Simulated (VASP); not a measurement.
Consider the following.

```yaml
crystal:
  lattice:
    - [4.40456, 0.00000, 0.00000]
    - [0.00000, 4.40456, 0.00000]
    - [0.00000, 0.00000, 4.40456]
  atoms:
    - { symbol: Fe, position: [0.86274, 0.63726, 0.36274] }
    - { symbol: Fe, position: [0.36274, 0.86274, 0.63726] }
    - { symbol: Fe, position: [0.13726, 0.13726, 0.13726] }
    - { symbol: Fe, position: [0.63726, 0.36274, 0.86274] }
    - { symbol: Si, position: [0.15889, 0.34111, 0.65889] }
    - { symbol: Si, position: [0.65889, 0.15889, 0.34111] }
    - { symbol: Si, position: [0.84111, 0.84111, 0.84111] }
    - { symbol: Si, position: [0.34111, 0.65889, 0.15889] }
```

All values below come from PBEsol GGA, VASP's PBE PAW potentials (set 64) (plane waves; VASP 6.6.1). Settings: 500 eV cut-off, 5×5×5 Γ-centred mesh, Gaussian smearing of 0.050 eV, potentials Fe Si.

Q: Predict the energy per atom (σ→0).

A: 
```yaml
energy per atom (σ→0): -7.978 eV/atom
```

Only differences to runs with the same potentials and settings are physical.

The compound is FeSi in the B20 structure. It was relaxed first, which changed the volume by -6 %. The run is not spin-polarised, so no magnetic state was tried.
